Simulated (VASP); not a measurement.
Output of a VASP run:

**OUTCAR**
```
 ion  position               nearest neighbor table
   1  0.000  0.000  0.000-   2 2.42   3 2.42   3 2.42   2 2.42   3 2.42   2 2.42
   2  0.333  0.667  0.244-   1 2.42   1 2.42   1 2.42
   3  0.667  0.333  0.756-   1 2.42   1 2.42   1 2.42
  LATTYP: Found a hexagonal cell.
 ALAT       =     3.5995964573
 C/A-ratio  =     1.4036807274
 Subroutine PRICEL returns:
 Original cell was already a primitive cell.
 Subroutine GETGRP returns: Found 12 space group operations
The static configuration has the point symmetry D_3d.
The dynamic configuration has the point symmetry D_3d.
 Subroutine INISYM returns: Found 12 space group operations
 Subroutine IBZKPT returns following result:
 Found     24 irreducible k-points:

 Following reciprocal coordinates:
            Coordinates               Weight
  0.000000  0.000000  0.000000      1.000000
  0.166667  0.000000  0.000000      6.000000
  0.333333  0.000000  0.000000      6.000000
  0.500000  0.000000  0.000000      3.000000
  0.166667  0.166667  0.000000      6.000000
  0.333333  0.166667  0.000000     12.000000
  0.333333  0.333333  0.000000      2.000000
  0.000000  0.000000  0.250000      2.000000
  0.166667  0.000000  0.250000      6.000000
  0.000000  0.166667  0.250000      6.000000
  0.333333  0.000000  0.250000      6.000000
  0.000000  0.333333  0.250000      6.000000
  0.500000  0.000000  0.250000      6.000000
  0.166667  0.166667  0.250000     12.000000
  0.333333  0.166667  0.250000     12.000000
 -0.166667  0.500000  0.250000     12.000000
  0.333333  0.333333  0.250000      4.000000
  0.000000  0.000000  0.500000      1.000000
  0.166667  0.000000  0.500000      6.000000
  0.333333  0.000000  0.500000      6.000000
  0.500000  0.000000  0.500000      3.000000
  0.166667  0.166667  0.500000      6.000000
  0.333333  0.166667  0.500000     12.000000
  0.333333  0.333333  0.500000      2.000000
   k-points           NKPTS =     24   k-points in BZ     NKDIM =     24   number of bands    NBANDS=     15
   number of dos      NEDOS =    301   number of ions     NIONS =      3
   total plane-waves  NPLWV =  31360
   dimension x,y,z NGX =    28 NGY =   28 NGZ =   40
   dimension x,y,z NGXF=    56 NGYF=   56 NGZF=   80
   ions per type =               1   2
   PREC   = accura    normal or accurate (medium, high low for compatibility)
   ISTART =      0    job   : 0-new  1-cont  2-samecut
   ICHARG =      2    charge: 1-file 2-atom 10-const
   ISPIN  =      1    spin polarized calculation?
   LNONCOLLINEAR =      F non collinear calculations
   LSORBIT =      F    spin-orbit coupling
   INIWAV =      1    electr: 0-lowe 1-rand  2-diag
   ENCUT  =  520.0 eV  38.22 Ry    6.18 a.u.   6.69  6.69  9.39*2*pi/ulx,y,z
   NELM   =    100;   NELMIN=  2; NELMDL= -5     # of ELM steps
   EDIFF  = 0.1E-05   stopping-criterion for ELM
   LREAL  =      F    real-space projection
   NLSPLINE    = F    spline interpolate recip. space projectors
   LMAXMIX     =    6 max onsite mixed and CHGCAR
   VOSKOWN=      0    Vosko Wilk Nusair interpolation
   EDIFFG = -.2E-01   stopping-criterion for IOM
   NSW    =     60    number of steps for IOM
   NBLOCK =      1;   KBLOCK =     60    inner block; outer block
   IBRION =      2    ionic relax: 0-MD 1-quasi-New 2-CG
   NFREE  =      1    steps in history (QN), initial steepest desc. (CG)
   ISIF   =      3    stress and relaxation
   ISYM   =      2    0-nonsym 1-usesym 2-fastsym
   TEIN   =    0.0    initial temperature
   TEBEG  =    0.0;   TEEND  =   0.0 temperature during run
   SMASS  =  -3.00    Nose mass-parameter (am)
   PSTRESS=    0.0 pullay stress
   NELECT =      22.0000    total number of electrons
   EFERMI =   0.00;   METHOD = LEGACY
   ISMEAR =     0;   SIGMA  =   0.05  broadening in eV -4-tet -1-fermi 0-gaus
   IALGO  =     38    algorithm
   LDIAG  =      T    sub-space diagonalisation (order eigenvalues)
   IMIX   =      4    mixing-type and parameters
     AMIX     =   0.40;   BMIX     =  1.00
...
```

File OSZICAR:
```
       N       E                     dE             d eps       ncg     rms          rms(c)
DAV:   1     0.126673962735E+03    0.12667E+03   -0.10522E+04   728   0.130E+03
DAV:   2    -0.528156843696E+01   -0.13196E+03   -0.12878E+03   910   0.248E+02
DAV:   3    -0.110263371347E+02   -0.57448E+01   -0.57094E+01   937   0.559E+01
DAV:   4    -0.110897023555E+02   -0.63365E-01   -0.63348E-01   902   0.653E+00
DAV:   5    -0.110908733380E+02   -0.11710E-02   -0.11709E-02   965   0.860E-01    0.164E+01
DAV:   6    -0.100586726358E+02    0.10322E+01   -0.80099E+00   727   0.293E+01    0.119E+01
DAV:   7    -0.977383554467E+01    0.28484E+00   -0.15232E+00   741   0.134E+01    0.544E+00
DAV:   8    -0.976611584742E+01    0.77197E-02   -0.10309E-01   832   0.232E+00    0.149E+00
DAV:   9    -0.976053857188E+01    0.55773E-02   -0.16257E-02   818   0.148E+00    0.264E-01
DAV:  10    -0.976072798634E+01   -0.18941E-03   -0.19946E-03   881   0.334E-01    0.587E-02
DAV:  11    -0.976075763827E+01   -0.29652E-04   -0.58059E-05   926   0.752E-02    0.337E-02
DAV:  12    -0.976075684212E+01    0.79615E-06   -0.65828E-06   867   0.257E-02
   1 F= -.97607568E+01 E0= -.97607568E+01  d E =-.976076E+01
```

OUTCAR:
```
------------------------ aborting loop because EDIFF is reached ----------------------------------------
  FORCE on cell =-STRESS in cart. coord.  units (eV):
  Direction    XX          YY          ZZ          XY          YZ          ZX
  --------------------------------------------------------------------------------------
  Total       -0.0173400     -0.0173400      0.0367448      0.0000000      0.0000000      0.0000000
  in kB       -0.4900040     -0.4900040      1.0383551      0.0000000      0.0000000      0.0000000
  external PRESSURE =       0.0194490 kB  Pullay stress =       0.0000000 kB
  volume of cell :       56.70
      direct lattice vectors                 reciprocal lattice vectors
     1.799798197 -3.117341994  0.000000000     0.277808924 -0.160393053  0.000000000
     1.799798197  3.117341994  0.000000000     0.277808924  0.160393053  0.000000000
     0.000000000  0.000000000  5.052684174     0.000000000  0.000000000  0.197914606
 POSITION                                       TOTAL-FORCE (eV/Angst)
 -----------------------------------------------------------------------------------
      0.00000      0.00000      0.00000         0.000000      0.000000      0.000000
      1.79980      1.03912      1.23329        -0.000000     -0.000000      0.008768
      1.79980     -1.03912      3.81939        -0.000000     -0.000000     -0.008768
 -----------------------------------------------------------------------------------
    total drift:                                0.000000     -0.000000      0.000000
  FREE ENERGIE OF THE ION-ELECTRON SYSTEM (eV)
  ---------------------------------------------------
  free  energy   TOTEN  =        -9.7607568421 eV

  energy  without entropy=       -9.7607568421  energy(sigma->0) =       -9.76075684

 reached required accuracy - stopping structural energy minimisation
```
(Selected blocks of OUTCAR.)

**POSCAR**
```
PtS2
1
    1.7997981966    -3.1173419939     0.0000000000
    1.7997981966     3.1173419939    -0.0000000000
   -0.0000000000     0.0000000000     5.0526841737
Pt S
1 2
Direct
  0.0000000000   0.0000000000   0.0000000000
  0.3333330000   0.6666670000   0.2440870310
  0.6666670000   0.3333330000   0.7559129690
```

Task: Write an INCAR and KPOINTS that could have produced this output.

Result: One answer among several that fit: the input of the run itself, optB88-vdW, plane waves, VASP's PBE PAW potentials (set 64).

**KPOINTS**
```
kpoints
0
G
  6 6 4
```

INCAR:
```
# general
SYSTEM    =  PtS2
PREC      =  Accurate
ENCUT     =  520   # plane-wave cut-off (eV)
LREAL     =  F   # projection in real space or not
LASPH     =  T

# electronic loop
EDIFF     =  1E-6
NELM      =  100
ALGO      =  Normal
LMAXMIX   =  6   # l cut-off of mixed one-centre charges

# smearing
ISMEAR    =  0
SIGMA     =  0.05

# functional
GGA       =  BO
LUSE_VDW  =  T
AGGAC     =  0.0
PARAM1    =  0.1833333333
PARAM2    =  0.22

# ions
IBRION    =  2
NSW       =  60   # most ionic steps
ISIF      =  3   # ions, shape and volume
EDIFFG    =  -0.02   # ionic stop

# output
LWAVE     =  F
LCHARG    =  F
```

POTCAR, in this order: Pt S (PBE.64 set). Program: vasp_std.

The compound is PtS2 in the 1T layered structure. It was relaxed first. The start is the result of an earlier pass.
